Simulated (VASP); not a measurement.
Here is a VASP 6.6.1 calculation.

INCAR

```
PREC = Normal
ENCUT = 520
EDIFF = 1E-4
ISMEAR = 0
SIGMA = 0.15
LREAL = Auto
LASPH = True
NELM = 60
ALGO = Fast
ISIF = 3
LWAVE = False
LCHARG = False
GGA = PE
IBRION = 2
NSW = 24
EDIFFG = -0.08
```

Contents of KPOINTS:

```
Automatic mesh
0
Gamma
  2 2 2
```

File POSCAR:

```
ScInTeSe
1.0
    7.9000000000      0.0000000000      0.0000000000
    0.0000000000      7.9000000000      0.0000000000
    0.0000000000      0.0000000000      6.6000000000
Sc In Te Se
4 4 4 4
Direct
    0.5000000000      0.0000000000      0.7500000000
    0.5000000000      0.0000000000      0.2500000000
    0.0000000000      0.5000000000      0.7500000000
    0.0000000000      0.5000000000      0.2500000000
    0.0000000000      0.0000000000      0.7500000000
    0.0000000000      0.0000000000      0.2500000000
    0.5000000000      0.5000000000      0.2500000000
    0.5000000000      0.5000000000      0.7500000000
    0.6900000000      0.8100000000      0.0000000000
    0.3100000000      0.1900000000      0.0000000000
    0.1900000000      0.6900000000      0.0000000000
    0.8100000000      0.3100000000      0.0000000000
    0.6700000000      0.1700000000      0.5000000000
    0.3300000000      0.8300000000      0.5000000000
    0.8300000000      0.6700000000      0.5000000000
    0.1700000000      0.3300000000      0.5000000000
```

Potentials or basis: VASP PAW PBE potentials, release 64 (Sc_sv, In_d, Te, Se).

Launch:

```sh
$ cat potpaw_PBE.64/Sc_sv/POTCAR potpaw_PBE.64/In_d/POTCAR potpaw_PBE.64/Te/POTCAR potpaw_PBE.64/Se/POTCAR > POTCAR
$ mpirun -np 2 vasp_std > vasp.out
```

**Question.** What does it give for the space group after relaxing (to 0.05 Å)?

**Answer.** P4/mbm (No. 127).

**Question.** What does it give for the band gap on the k mesh?

**Answer.** 0.72 eV, indirect (least direct gap 1.02 eV).

**Question.** What does it give for the relaxed cell?

**Answer.** a = 8.362 Å, b = 8.362 Å, c = 7.139 Å, α = 90.00°, β = 90.00°, γ = 90.00°.

Stress tensor (GPa, compression positive):
```
 0.27  0.00  0.00
 0.00  0.27  0.00
 0.00  0.00 -0.08
```

Caveat: the k mesh is coarse (spacing up to 0.48 Å⁻¹), so the values aren't converged; spin-orbit coupling is left out, which moves the levels of the heavy elements. A k mesh can miss the band edges.
